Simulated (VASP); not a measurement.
Consider the following.

```
SrTiO3
1.0
    3.92765     0.00000     0.00000
    0.00000     3.92765     0.00000
    0.00000     0.00000     3.92765
Sr Ti O
1 1 3
Direct
  0.00000   0.00000   0.00000
  0.50000   0.50000   0.50000
  0.50000   0.00000   0.50000
  0.00000   0.50000   0.50000
  0.50000   0.50000   0.00000
```

Calculation: TPSS meta-GGA, VASP's PBE PAW potentials (set 64) (plane waves; VASP). Run with 520 eV cut-off, 6×6×6 Γ-centred mesh, Gaussian smearing of 0.050 eV, potentials Sr_sv Ti_sv O.

Problem. What does the run give for the energy per atom (σ→0), band gap (on the k-mesh) with the smallest direct gap where there is one?

Solution. 
```
Property                                      Result
-----------------------------------  ---------------
band gap (on the k-mesh)                     1.91 eV
smallest direct gap (on the k-mesh)          2.30 eV
energy per atom (σ→0)                -12.569 eV/atom
```

The absolute energy has meaning only against runs of the same code, potentials and settings.

The compound is SrTiO3 in the cubic perovskite structure, the ideal cubic form; the compound distorts at low or room temperature. It was relaxed first.
